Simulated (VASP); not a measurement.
Set up this calculation in VASP 6.6.1, as the native input.

```yaml
Task: single point
Functional: PBE
Potentials_or_basis: VASP PAW PBE potentials, release 64 (Be, Zn, Se)
Cutoff: 520 eV
k_mesh: 3 × 3 × 3
Occupations: gaussian, width 0.05 eV
Spin: no spin polarisation
Further_INCAR_settings: PREC = Normal; LREAL = Auto; ALGO = Fast; EDIFF = 1e-05; NBANDS = 56
```

The structure of BeZn2Se3 lies in POSCAR:

```
BeZn2Se3
1.0
    5.8733800000     -3.3922900000      0.0000000000
    5.8733800000      3.3922900000      0.0000000000
    0.0000000000      0.0000000000      6.4265200000
Be Zn Se
2 4 6
Direct
    0.8416970000      0.1583030000      0.0002020000
    0.1583030000      0.8416970000      0.5002020000
    0.4934170000      0.8318020000      0.0034300000
    0.1681980000      0.5065830000      0.0034300000
    0.5065830000      0.1681980000      0.5034300000
    0.8318020000      0.4934170000      0.5034300000
    0.5243990000      0.1649870000      0.8888030000
    0.8350130000      0.4756010000      0.8888030000
    0.1439430000      0.8560570000      0.8550930000
    0.1649870000      0.5243990000      0.3888030000
    0.4756010000      0.8350130000      0.3888030000
    0.8560570000      0.1439430000      0.3550930000
```

The cell was built by a generator and needn't be a form met in nature.

The input as run:

INCAR

```
SYSTEM = BeZn2Se3
  ALGO = Fast
  EDIFF = 1E-5
  ENCUT = 520
  GGA = PE
  ISIF = 2
  ISMEAR = 0
  LASPH = .True.
  LCHARG = .False.
  LREAL = Auto
  LWAVE = .False.
  NBANDS = 56
  NELM = 80
  PREC = Normal
  SIGMA = 0.05
```

KPOINTS

```
k-points
0
Gamma
  3 3 3
  0 0 0
```

Potentials or basis: VASP PAW PBE potentials, release 64 (Be, Zn, Se).

Command:

```console
$ cat potpaw_PBE.64/Be/POTCAR potpaw_PBE.64/Zn/POTCAR potpaw_PBE.64/Se/POTCAR > POTCAR
$ mpirun -np 1 vasp_std > vasp.out
```

Results of the run:

The pressure is -0.2 GPa, the largest force is 0.013 eV/Å and the band gap on the k mesh is 1.97 eV, direct.

It took 80 s on 1 thread of AMD EPYC 7R13 Processor (Zen 3), with other jobs on the host, peak memory 0.23 GiB.
